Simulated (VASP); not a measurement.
```
IrO2
1.0
    4.48340     0.00000     0.00000
    0.00000     4.48340     0.00000
    0.00000     0.00000     3.16361
Ir O
2 4
Direct
  0.00000   0.00000   0.00000
  0.50000   0.50000   0.50000
  0.30877   0.30877   0.00000
  0.19123   0.80877   0.50000
  0.69123   0.69123   0.00000
  0.80877   0.19123   0.50000
```

These are PBEsol GGA, VASP's PBE PAW potentials (set 64) (plane waves; VASP 6.6.1) values and carry that method's errors. Settings: 520 eV cut-off, Gaussian smearing of 0.050 eV, potentials Ir O.

Task: Give the energies of bands 11 to 24 at the high-symmetry points, in eV from the Fermi level.

Result: 
| band | Γ | X | M | Z | R | A |
|---|---|---|---|---|---|---|
| 11 | -4.97 | -6.27 | -5.31 | -5.78 | -5.54 | -5.75 |
| 12 | -4.97 | -6.27 | -5.31 | -5.78 | -5.54 | -5.75 |
| 13 | -3.64 | -5.31 | -4.42 | -5.62 | -5.20 | -4.38 |
| 14 | -2.94 | -5.31 | -4.42 | -5.62 | -5.20 | -4.38 |
| 15 | -2.94 | -3.18 | -3.61 | -4.04 | -3.39 | -3.27 |
| 16 | -2.64 | -3.18 | -3.61 | -4.04 | -3.39 | -3.27 |
| 17 | -2.48 | -1.65 | -2.53 | -1.96 | -2.82 | -1.86 |
| 18 | -2.48 | -1.65 | -2.53 | -1.96 | -2.82 | -1.86 |
| 19 | -2.39 | -1.32 | -2.44 | -0.69 | -1.82 | -1.24 |
| 20 | -2.32 | -1.32 | -2.44 | -0.69 | -1.82 | -1.24 |
| 21 | -2.23 | -0.30 | 0.21 | 0.28 | 0.55 | -0.49 |
| 22 | 0.75 | -0.30 | 0.21 | 0.28 | 0.55 | -0.49 |
| 23 | 1.27 | 3.57 | 2.51 | 2.25 | 1.11 | 2.20 |
| 24 | 4.15 | 3.58 | 2.51 | 2.25 | 1.11 | 2.20 |

It has no gap at this level: it comes out as a metal or semimetal.

The structure comes from a measured IrO2 entry (P4_2/mnm) of the Crystallography Open Database, whose conditions weren't checked. It was relaxed first.
